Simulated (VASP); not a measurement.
Input:

```yaml
crystal:
  lattice:
    - [4.21276, 0.00000, 0.00000]
    - [0.00000, 4.21276, 0.00000]
    - [0.00000, 0.00000, 2.69962]
  atoms:
    - { symbol: Si, position: [0.00000, 0.00000, 0.00000] }
    - { symbol: Si, position: [0.50000, 0.50000, 0.50000] }
    - { symbol: O, position: [0.30611, 0.30611, 0.00000] }
    - { symbol: O, position: [0.80611, 0.19389, 0.50000] }
    - { symbol: O, position: [0.19389, 0.80611, 0.50000] }
    - { symbol: O, position: [0.69389, 0.69389, 0.00000] }
```

Method: optB88-vdW, VASP's PBE PAW potentials (set 64) (plane waves; VASP 6.6.1). Run with 520 eV cut-off, Gaussian smearing of 0.050 eV, potentials Si O.

Q: Give the energies of bands 6 to 19 at the high-symmetry points, in eV from the valence-band maximum.

A: 
```json
[
 {"band": "6", "Γ": "-6.21", "X": "-9.04", "M": "-7.67", "Z": "-9.31", "R": "-9.17", "A": "-10.49"},
 {"band": "7", "Γ": "-6.21", "X": "-4.43", "M": "-5.71", "Z": "-6.67", "R": "-7.87", "A": "-7.89"},
 {"band": "8", "Γ": "-5.97", "X": "-4.43", "M": "-5.71", "Z": "-6.67", "R": "-7.87", "A": "-7.89"},
 {"band": "9", "Γ": "-5.29", "X": "-4.40", "M": "-3.98", "Z": "-6.08", "R": "-6.33", "A": "-4.40"},
 {"band": "10", "Γ": "-4.91", "X": "-4.40", "M": "-3.98", "Z": "-6.08", "R": "-6.33", "A": "-4.40"},
 {"band": "11", "Γ": "-3.06", "X": "-3.72", "M": "-3.18", "Z": "-4.49", "R": "-3.82", "A": "-4.36"},
 {"band": "12", "Γ": "-3.06", "X": "-3.72", "M": "-3.18", "Z": "-4.49", "R": "-3.82", "A": "-4.36"},
 {"band": "13", "Γ": "-2.50", "X": "-2.63", "M": "-2.59", "Z": "-2.93", "R": "-2.19", "A": "-1.69"},
 {"band": "14", "Γ": "-0.86", "X": "-2.63", "M": "-2.59", "Z": "-2.93", "R": "-2.19", "A": "-1.69"},
 {"band": "15", "Γ": "-0.86", "X": "-1.02", "M": "-2.15", "Z": "-2.54", "R": "-1.68", "A": "-1.48"},
 {"band": "16", "Γ": "0.00", "X": "-1.02", "M": "-2.15", "Z": "-2.54", "R": "-1.68", "A": "-1.48"},
 {"band": "17", "Γ": "5.24", "X": "7.43", "M": "7.16", "Z": "8.78", "R": "8.59", "A": "6.98"},
 {"band": "18", "Γ": "6.69", "X": "7.43", "M": "7.16", "Z": "8.78", "R": "8.59", "A": "6.98"},
 {"band": "19", "Γ": "8.38", "X": "8.96", "M": "9.87", "Z": "12.52", "R": "9.75", "A": "10.92"}
]
```

The gap is direct, 5.24 eV, from the valence maximum at Γ to the conduction minimum at Γ.

The compound is SiO2 in the rutile structure, stishovite, a high-pressure form. It was relaxed first.
